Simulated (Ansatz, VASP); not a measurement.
# WSeS in two plane-wave programs, part 2 of 3

Wanted: the spread between two codes on one cell, functional and k mesh. The cell is taken from a series of runs on this material, whose earlier steps may have relaxed, scaled, displaced or heated it; both programs get it as it stands.

VASP 6.6.1 and Ansatz 0.2.0.

So far: The structure; Ansatz: zone-centre phonons, PBEsol, pair 1.

**3. VASP: zone-centre phonons, PBEsol, pair 1**

Level of this step: PBEsol, no spin polarisation; plane waves and PAW (W, S, Se) (VASP).

The same cell, functional and mesh now go to VASP, with its own data sets.

Lines of VASP's logs that name or quote its potential files are left out, and so is its time.

INCAR

```
SYSTEM = WSeS
PREC = Accurate
ENCUT = 600
EDIFF = 1E-08
NELM = 120
ISMEAR = 0
SIGMA = 0.01
LREAL = .FALSE.
ALGO = Normal
GGA = PS
NBANDS = 15
LASPH = .TRUE.
LORBIT = 11
LWAVE = .FALSE.
LCHARG = .FALSE.
ISIF = 2
IBRION = 8
GGA_COMPAT = .FALSE.
EFERMI = MIDGAP
NELMDL = -8
KPAR = 2
```

POSCAR

```
WSeS
1.0
    3.2390661806      0.0000000000      0.0000000000
   -1.6195330903      2.8051135970      0.0000000000
    0.0000000000      0.0000000000     30.4000000000
W S Se
1 1 1
Direct
    0.3333333333      0.6666666667      0.3297421626
    0.6666666666      0.3333333334      0.3797954308
    0.6666666666      0.3333333334      0.2740150381
```

KPOINTS

```
Automatic mesh
0
Gamma
12 12 1
0 0 0
```

PAW data sets: W, S and Se (PBE family, release 64).

Launch:

```console
$ mpirun -np 2 vasp_std
```

Numbers of over 12 decimals in the logs are rounded to 6 here.

The program printed:

```text
[banner, memory and clock lines left out]
running    2 mpi-ranks, on    1 nodes
 distrk:  each k-point on    1 cores,    2 groups
 distr:  one band on    1 cores,    1 groups

 POSCAR found type information on POSCAR W S Se
 POSCAR found :  3 types and       3 ions
|                                                                             |
|               ----> ADVICE to this user running VASP <----                  |
|                                                                             |
|     You enforced a specific xc type in the INCAR file but a different       |
|     [... a line on the potential file left out ...]
|     I HOPE YOU KNOW WHAT YOU ARE DOING!                                     |
|                                                                             |

 LDA part: xc-table for (Slater+PW92), standard interpolation
 POSCAR, INCAR and KPOINTS ok, starting setup
 FFT: planning ... GRIDC
 FFT: planning ... GRID_SOFT
 FFT: planning ... GRID
 WAVECAR not read
 entering main loop
       N       E                     dE             d eps       ncg     rms          rms(c)
DAV:   1     0.140940287486E+03    0.14094E+03   -0.58480E+03   570   0.927E+02
DAV:   2    -0.705594651110E+01   -0.14800E+03   -0.13801E+03   989   0.160E+02
DAV:   3    -0.251158075615E+02   -0.18060E+02   -0.17898E+02   829   0.722E+01
DAV:   4    -0.254906068779E+02   -0.37480E+00   -0.37272E+00   746   0.129E+01
DAV:   5    -0.254994319573E+02   -0.88251E-02   -0.88216E-02   753   0.188E+00
DAV:   6    -0.254997854840E+02   -0.35353E-03   -0.35352E-03   791   0.388E-01
DAV:   7    -0.254997989097E+02   -0.13426E-04   -0.13425E-04   826   0.680E-02
DAV:   8    -0.254997995114E+02   -0.60172E-06   -0.60165E-06   764   0.141E-02    0.254E+01
DAV:   9    -0.244897273286E+02    0.10101E+01   -0.26843E+00   869   0.121E+01    0.106E+01
DAV:  10    -0.243487949820E+02    0.14093E+00   -0.10819E+00   752   0.808E+00    0.550E+00
DAV:  11    -0.242689227072E+02    0.79872E-01   -0.16115E-01   710   0.356E+00    0.776E-01
DAV:  12    -0.242680130824E+02    0.90962E-03   -0.28986E-02   794   0.114E+00    0.373E-01
DAV:  13    -0.242664068660E+02    0.16062E-02   -0.60039E-03   766   0.570E-01    0.168E-01
DAV:  14    -0.242663826658E+02    0.24200E-04   -0.64926E-04   808   0.206E-01    0.651E-02
[...]
DAV:  25    -0.242668508440E+02   -0.19692E-05   -0.39201E-08   725   0.504E-04    0.157E-04
DAV:  26    -0.242668521469E+02   -0.13030E-05   -0.17043E-08   693   0.457E-04    0.111E-04
DAV:  27    -0.242668528398E+02   -0.69289E-06   -0.83882E-09   655   0.277E-04    0.199E-04
DAV:  28    -0.242668530214E+02   -0.18157E-06   -0.20601E-10   656   0.130E-04    0.533E-05
DAV:  29    -0.242668531162E+02   -0.94814E-07    0.52855E-11   579   0.774E-05    0.595E-05
DAV:  30    -0.242668531361E+02   -0.19860E-07    0.63058E-10   628   0.333E-05    0.153E-05
DAV:  31    -0.242668531566E+02   -0.20495E-07    0.59277E-10   467   0.397E-05    0.124E-05
DAV:  32    -0.242668531584E+02   -0.17992E-08    0.67475E-10   572   0.230E-05
   1 F= -.24266853E+02 E0= -.24266853E+02  d E =0.000000E+00
 Linear response reoptimize wavefunctions to high precision
DAV:   1    -0.242668531587E+02   -0.35129E-09    0.69730E-10   614   0.647E-06
DAV:   2    -0.242668531587E+02    0.26375E-10    0.68580E-10   614   0.275E-06
 Linear response DOF=           6
 Linear response progress:
  Degree of freedom:   1/  6
       N       E                     dE             d eps       ncg     rms          rms(c)
RMM:   1    -0.114905570893E+00   -0.11491E+00   -0.10417E-01  4074   0.178E+00
RMM:   2    -0.110194701176E+00    0.47109E-02   -0.33041E-03  3447   0.362E-01    0.174E-01
RMM:   3    -0.109646580251E+00    0.54812E-03   -0.28581E-04  3530   0.965E-02    0.104E-01
RMM:   4    -0.109462839726E+00    0.18374E-03   -0.33346E-04  3428   0.115E-01    0.138E-02
RMM:   5    -0.109505159377E+00   -0.42320E-04   -0.81974E-06  3925   0.160E-02    0.337E-03
RMM:   6    -0.109512776818E+00   -0.76174E-05   -0.26554E-07  3944   0.304E-03    0.599E-04
RMM:   7    -0.109510032749E+00    0.27441E-05    0.46190E-07  4072   0.834E-04    0.175E-04
RMM:   8    -0.109509166674E+00    0.86608E-06    0.37793E-07  4076   0.226E-04    0.601E-05
RMM:   9    -0.109509039122E+00    0.12755E-06    0.65856E-08  4106   0.644E-05    0.286E-05
RMM:  10    -0.109509035168E+00    0.39540E-08    0.40021E-08  4014   0.444E-05    0.463E-06
 first order change of Fermi-energy  -0.20334E-03
 force on displaced ion       1 direction 1 : -20.196  -0.001   0.000
 Linear response progress:
  Degree of freedom:   2/  6
       N       E                     dE             d eps       ncg     rms          rms(c)
RMM:   1    -0.162737347557E+00   -0.16274E+00   -0.12758E-01  1173   0.195E+00
RMM:   2    -0.150903037100E+00    0.11834E-01   -0.57584E-03   902   0.498E-01    0.180E-01
RMM:   3    -0.150212123708E+00    0.69091E-03   -0.50242E-04   967   0.128E-01    0.108E-01
RMM:   4    -0.150080817453E+00    0.13131E-03   -0.39628E-04   930   0.110E-01    0.366E-02
RMM:   5    -0.150171803123E+00   -0.90986E-04   -0.24968E-05   992   0.293E-02    0.151E-02
RMM:   6    -0.150209291058E+00   -0.37488E-04   -0.46744E-06   965   0.110E-02    0.446E-03
RMM:   7    -0.150216662765E+00   -0.73717E-05   -0.13747E-06   970   0.624E-03    0.219E-03
[...]
RMM:  15    -0.150213113068E+00    0.18221E-07    0.49797E-08  1122   0.697E-05    0.861E-06
RMM:  16    -0.150213122924E+00   -0.98568E-08    0.38301E-08  1114   0.244E-05    0.376E-06
 first order change of Fermi-energy  -0.45846E+00
 force on displaced ion       1 direction 3 :   0.000  -0.000 -30.725
 Linear response progress:
  Degree of freedom:   3/  6
       N       E                     dE             d eps       ncg     rms          rms(c)
RMM:   1    -0.951606397206E-01   -0.95161E-01    0.12785E-02  5370   0.208E+00
RMM:   2    -0.936308558767E-01    0.15298E-02   -0.23866E-03  3592   0.381E-01    0.133E-01
RMM:   3    -0.938183355165E-01   -0.18748E-03   -0.11011E-04  3687   0.684E-02    0.771E-02
RMM:   4    -0.940896524886E-01   -0.27132E-03   -0.76362E-05  3770   0.455E-02    0.138E-02
RMM:   5    -0.940303678519E-01    0.59285E-04   -0.36185E-06  3971   0.109E-02    0.507E-03
RMM:   6    -0.940092299457E-01    0.21138E-04   -0.36062E-07  3993   0.331E-03    0.241E-03
RMM:   7    -0.940195970246E-01   -0.10367E-04    0.22895E-07  3874   0.147E-03    0.535E-04
RMM:   8    -0.940180515881E-01    0.15454E-05    0.83250E-07  4081   0.343E-04    0.139E-04
RMM:   9    -0.940173665174E-01    0.68507E-06   -0.31932E-08  4023   0.973E-05    0.714E-05
RMM:  10    -0.940173734138E-01   -0.68965E-08   -0.11926E-08  4156   0.303E-05    0.934E-06
 first order change of Fermi-energy   0.95362E-04
 force on displaced ion       2 direction 1 : -10.367  -0.000   0.000
 Linear response progress:
  Degree of freedom:   4/  6
       N       E                     dE             d eps       ncg     rms          rms(c)
RMM:   1    -0.157972501746E+00   -0.15797E+00    0.23137E-02  1336   0.215E+00
RMM:   2    -0.154545997920E+00    0.34265E-02   -0.33145E-03   920   0.418E-01    0.341E-01
RMM:   3    -0.154431628102E+00    0.11437E-03   -0.42556E-04   963   0.127E-01    0.249E-01
RMM:   4    -0.154585441367E+00   -0.15381E-03   -0.29177E-04   946   0.782E-02    0.471E-02
RMM:   5    -0.154548133863E+00    0.37308E-04   -0.11939E-04   947   0.540E-02    0.162E-02
RMM:   6    -0.154547859586E+00    0.27428E-06   -0.40014E-06   948   0.121E-02    0.429E-03
RMM:   7    -0.154546672033E+00    0.11876E-05   -0.47691E-07  1015   0.365E-03    0.201E-03
RMM:   8    -0.154549439404E+00   -0.27674E-05   -0.36985E-08  1020   0.726E-04    0.139E-03
RMM:   9    -0.154555796259E+00   -0.63569E-05   -0.40534E-08   950   0.753E-04    0.212E-04
RMM:  10    -0.154558722992E+00   -0.29267E-05   -0.13917E-08  1002   0.425E-04    0.507E-04
RMM:  11    -0.154561306305E+00   -0.25833E-05   -0.13745E-08  1041   0.496E-04    0.774E-05
RMM:  12    -0.154562831444E+00   -0.15251E-05   -0.58111E-08  1074   0.256E-04    0.987E-05
RMM:  13    -0.154563603908E+00   -0.77246E-06   -0.21550E-08  1075   0.203E-04    0.328E-05
RMM:  14    -0.154563480956E+00    0.12295E-06    0.24405E-07  1084   0.103E-04    0.441E-05
RMM:  15    -0.154563591896E+00   -0.11094E-06   -0.12833E-07  1105   0.841E-05    0.106E-05
RMM:  16    -0.154563662895E+00   -0.70999E-07    0.10701E-08  1088   0.433E-05    0.679E-06
RMM:  17    -0.154563657344E+00    0.55513E-08   -0.26694E-08  1069   0.224E-05    0.489E-06
 first order change of Fermi-energy   0.16514E+01
 force on displaced ion       2 direction 3 :  -0.000  -0.000 -17.702
 Linear response progress:
  Degree of freedom:   5/  6
       N       E                     dE             d eps       ncg     rms          rms(c)
RMM:   1    -0.701237331398E-01   -0.70124E-01    0.38088E-02  5328   0.149E+00
RMM:   2    -0.692590426279E-01    0.86469E-03   -0.17897E-03  3643   0.294E-01    0.947E-02
RMM:   3    -0.693503612369E-01   -0.91319E-04   -0.72597E-05  3707   0.468E-02    0.568E-02
RMM:   4    -0.694993734063E-01   -0.14901E-03   -0.30702E-05  3811   0.322E-02    0.697E-03
RMM:   5    -0.694642373704E-01    0.35136E-04   -0.96950E-08  3875   0.658E-03    0.205E-03
RMM:   6    -0.694540892158E-01    0.10148E-04    0.14932E-07  4053   0.183E-03    0.542E-04
RMM:   7    -0.694574308532E-01   -0.33416E-05    0.10076E-07  3856   0.742E-04    0.156E-04
RMM:   8    -0.694569606978E-01    0.47016E-06    0.11537E-07  4105   0.161E-04    0.298E-05
RMM:   9    -0.694567323907E-01    0.22831E-06    0.10677E-08  4105   0.426E-05    0.125E-05
RMM:  10    -0.694566338760E-01    0.98515E-07   -0.15852E-08  4057   0.176E-05    0.310E-06
RMM:  11    -0.694566315216E-01    0.23544E-08   -0.11755E-08  4123   0.574E-06    0.251E-06
 first order change of Fermi-energy   0.78437E-04
 force on displaced ion       3 direction 1 :  -9.130  -0.000  -0.000
 Linear response progress:
  Degree of freedom:   6/  6
       N       E                     dE             d eps       ncg     rms          rms(c)
RMM:   1    -0.132743278705E+00   -0.13274E+00    0.71773E-02  1311   0.158E+00
RMM:   2    -0.131329030144E+00    0.14142E-02   -0.29661E-03   920   0.360E-01    0.273E-01
RMM:   3    -0.131178274494E+00    0.15076E-03   -0.34944E-04   968   0.108E-01    0.216E-01
RMM:   4    -0.131243413505E+00   -0.65139E-04   -0.30364E-04   963   0.786E-02    0.446E-02
RMM:   5    -0.131214146624E+00    0.29267E-04   -0.97891E-05   930   0.480E-02    0.119E-02
RMM:   6    -0.131215734184E+00   -0.15876E-05   -0.61127E-06   981   0.140E-02    0.238E-03
RMM:   7    -0.131217892073E+00   -0.21579E-05   -0.43827E-07   979   0.284E-03    0.113E-03
RMM:   8    -0.131220784222E+00   -0.28921E-05   -0.33451E-08  1007   0.755E-04    0.707E-04
RMM:   9    -0.131227092119E+00   -0.63079E-05   -0.76729E-08   946   0.112E-03    0.337E-04
RMM:  10    -0.131232787325E+00   -0.56952E-05   -0.66841E-08  1048   0.942E-04    0.209E-04
RMM:  11    -0.131234960717E+00   -0.21734E-05   -0.13057E-07  1088   0.511E-04    0.969E-05
RMM:  12    -0.131236267101E+00   -0.13064E-05   -0.66792E-08  1076   0.362E-04    0.580E-05
RMM:  13    -0.131236428332E+00   -0.16123E-06    0.31865E-08  1105   0.315E-04    0.400E-05
RMM:  14    -0.131236496168E+00   -0.67836E-07   -0.68777E-08  1121   0.121E-04    0.233E-05
RMM:  15    -0.131236550193E+00   -0.54025E-07   -0.43678E-08  1105   0.681E-05    0.987E-06
RMM:  16    -0.131236581595E+00   -0.31402E-07   -0.56146E-08  1121   0.643E-05    0.644E-06
RMM:  17    -0.131236608267E+00   -0.26672E-07    0.18872E-08  1085   0.261E-05    0.302E-06
RMM:  18    -0.131236607783E+00    0.48418E-09    0.38978E-08   964   0.747E-06    0.209E-06
 first order change of Fermi-energy  -0.11930E+01
 force on displaced ion       3 direction 3 :   0.000   0.000 -16.893
 Linear response finished
```

From OUTCAR (step 3):

```text
ion  position               nearest neighbor table
   1  0.333  0.667  0.330-   2 2.41   2 2.41   2 2.41   3 2.52   3 2.52   3 2.52
   2  0.667  0.333  0.380-   1 2.41   1 2.41   1 2.41
   3  0.667  0.333  0.274-   1 2.52   1 2.52   1 2.52

  LATTYP: Found a hexagonal cell.
 ALAT       =     3.2390661806
 C/A-ratio  =     9.3854210766

 Subroutine GETGRP returns: Found  6 space group operations
 (whereof  6 operations were pure point group operations)

The static configuration has the point symmetry C_3v.

 Found     19 irreducible k-points:

   k-points           NKPTS =     19   k-points in BZ     NKDIM =     19   number of bands    NBANDS=     15

   dimension x,y,z NGX =    28 NGY =   28 NGZ =  250
   dimension x,y,z NGXF=    56 NGYF=   56 NGZF=  500

   ENCUT  =  600.0 eV  44.10 Ry    6.64 a.u.   6.47  6.47 60.72*2*pi/ulx,y,z

   NELECT =      18.0000    total number of electrons

 k-points in reciprocal lattice and weights: Automatic mesh
   0.00000000  0.00000000  0.00000000       0.007
   0.08333333  0.00000000  0.00000000       0.042
   0.16666667  0.00000000  0.00000000       0.042
   0.25000000  0.00000000  0.00000000       0.042
   0.33333333  0.00000000  0.00000000       0.042
   0.41666667  0.00000000  0.00000000       0.042
   0.50000000  0.00000000  0.00000000       0.021
   0.08333333  0.08333333  0.00000000       0.042
   0.16666667  0.08333333  0.00000000       0.083
[...]
0.33333333  0.25000000  0.00000000       0.083
   0.33333333  0.33333333  0.00000000       0.014

 average (electrostatic) potential at core
       1 -48.5963       2 -94.6576       3 -61.2892

  Total       -1.0402044     -1.0402044     -0.0787654      0.0000000      0.0000000      0.0000000
  in kB       -6.0337238     -6.0337238     -0.4568800      0.0000000      0.0000000      0.0000000
  external PRESSURE =      -4.1747759 kB  Pullay stress =       0.0000000 kB

  energy-cutoff  :      600.00
  volume of cell :      276.21
      direct lattice vectors                 reciprocal lattice vectors
     3.239066181  0.000000000  0.000000000     0.308730956  0.178245901  0.000000000
    -1.619533090  2.805113597  0.000000000     0.000000000  0.356491802  0.000000000
     0.000000000  0.000000000 30.400000000     0.000000000  0.000000000  0.032894737

 POSITION                                       TOTAL-FORCE (eV/Angst)
 -----------------------------------------------------------------------------------
     -0.00000      1.87008     10.02416         0.000000     -0.000000      0.014049
      1.61953      0.93504     11.54578         0.000000      0.000000     -0.029790
      1.61953      0.93504      8.33006        -0.000000      0.000000      0.015742
 -----------------------------------------------------------------------------------
    total drift:                                0.000000     -0.000000     -0.000068

 Eigenvectors and eigenvalues of the dynamical matrix
 ----------------------------------------------------

   1 f  =   12.521670 THz    78.675974 2PiTHz  417.677957 cm-1    51.785443 meV
             X         Y         Z           dx          dy          dz
     -0.000000  1.870076 10.024162    -0.000000    0.000000   -0.404807
      1.619533  0.935038 11.545781     0.000000   -0.000000    0.913712
      1.619533  0.935038  8.330057     0.000000   -0.000000    0.035509

   2 f  =    9.869106 THz    62.009419 2PiTHz  329.197928 cm-1    40.815323 meV
             X         Y         Z           dx          dy          dz
     -0.000000  1.870076 10.024162     0.000002    0.463226    0.000000
      1.619533  0.935038 11.545781    -0.000003   -0.873401   -0.000000
      1.619533  0.935038  8.330057    -0.000001   -0.150310    0.000000

   3 f  =    9.869106 THz    62.009419 2PiTHz  329.197928 cm-1    40.815323 meV
             X         Y         Z           dx          dy          dz
     -0.000000  1.870076 10.024162     0.463226   -0.000002   -0.000000
      1.619533  0.935038 11.545781    -0.873401    0.000003   -0.000000
      1.619533  0.935038  8.330057    -0.150310    0.000001   -0.000000

   4 f  =    8.441556 THz    53.039860 2PiTHz  281.579993 cm-1    34.911454 meV
             X         Y         Z           dx          dy          dz
     -0.000000  1.870076 10.024162    -0.000000    0.000000    0.461090
      1.619533  0.935038 11.545781     0.000000   -0.000000    0.237505
      1.619533  0.935038  8.330057     0.000000   -0.000000   -0.854978

   5 f  =    6.060121 THz    38.076864 2PiTHz  202.143883 cm-1    25.062636 meV
             X         Y         Z           dx          dy          dz
     -0.000000  1.870076 10.024162     0.000005    0.402448    0.000000
      1.619533  0.935038 11.545781     0.000004    0.358415   -0.000000
      1.619533  0.935038  8.330057    -0.000010   -0.842362    0.000000

   6 f  =    6.060121 THz    38.076864 2PiTHz  202.143883 cm-1    25.062636 meV
             X         Y         Z           dx          dy          dz
     -0.000000  1.870076 10.024162     0.402448   -0.000005    0.000000
      1.619533  0.935038 11.545781     0.358415   -0.000004    0.000000
      1.619533  0.935038  8.330057    -0.842362    0.000010    0.000000

   7 f/i=    0.000524 THz     0.003295 2PiTHz    0.017494 cm-1     0.002169 meV
             X         Y         Z           dx          dy          dz
     -0.000000  1.870076 10.024162     0.287182    0.735516    0.000000
      1.619533  0.935038 11.545781     0.119919    0.307131    0.000000
      1.619533  0.935038  8.330057     0.188229    0.482082    0.000000

   8 f/i=    0.000524 THz     0.003295 2PiTHz    0.017494 cm-1     0.002169 meV
             X         Y         Z           dx          dy          dz
     -0.000000  1.870076 10.024162    -0.735516    0.287182   -0.000000
      1.619533  0.935038 11.545781    -0.307131    0.119919   -0.000000
      1.619533  0.935038  8.330057    -0.482082    0.188229   -0.000000

   9 f/i=    0.000588 THz     0.003692 2PiTHz    0.019600 cm-1     0.002430 meV
             X         Y         Z           dx          dy          dz
     -0.000000  1.870076 10.024162     0.000000    0.000000   -0.789638
      1.619533  0.935038 11.545781     0.000000    0.000000   -0.329729
      1.619533  0.935038  8.330057     0.000000    0.000000   -0.517447

 ELASTIC MODULI CONTR FROM IONIC RELAXATION (kBar)
 Direction    XX          YY          ZZ          XY          YZ          ZX
 --------------------------------------------------------------------------------
 XX         -95.1506    -68.6323   -217.1521     -0.0000      3.8216     -0.0000
 YY         -68.6323    -95.1506   -217.1521      0.0000     -3.8216      0.0000
 ZZ        -217.1521   -217.1521   -576.4871     -0.0000     -0.0000      0.0000
 XY          -0.0000      0.0000     -0.0000    -13.2591      0.0000      3.3845
 YZ           3.8216     -3.8216     -0.0000      0.0000   -289.0886     -0.0000
 ZX          -0.0000      0.0000      0.0000      3.3845     -0.0000   -250.8604
 --------------------------------------------------------------------------------
```

**4. Comparison**

Known differences besides the potentials themselves: fixed occupations in Ansatz, narrow Gaussian smearing in VASP; Ansatz cuts the interaction across the vacuum, VASP repeats the sheet without a dipole correction; the data sets hold 36 valence electrons in Ansatz (on its PAW soft_1 files) and 18 in VASP; the cutoff is 420 eV in Ansatz and 600 eV in VASP; Ansatz makes its cores anew for this functional, VASP keeps those of its PBE data sets. Total energies have different zeros and are not compared.

Compared:

| quantity | Ansatz | VASP | difference |
| --- | --- | --- | --- |
| optical mode 1 to 2 (cm⁻¹) | 201.4 | 202.1 | -0.38 % |
| optical mode 3 (cm⁻¹) | 279.5 | 281.6 | -0.73 % |
| optical mode 4 to 5 (cm⁻¹) | 327.5 | 329.2 | -0.52 % |
| optical mode 6 (cm⁻¹) | 414.9 | 417.7 | -0.67 % |

Modes are paired by rising frequency, not by their patterns, so a pair may set unlike modes beside each other; they are those without the splitting of longitudinal modes. Where the cell holds vacuum, a pressure given here is an average over it and none of the material.

(Continued in part 3 of 3.)

[Lines on the potential files, build, host, timing and source positions are cut from VASP's logs without a mark.]

[Logs are printed without paths, hosts, clocks, repeated set-up lines and the standing remarks that a program may print on its own settings, such as how far it seeks lower states.]

[Hosts, paths, dates, database ids (printed as entryN), source tags and the programs' standing remarks are cut or masked in the printed files.]
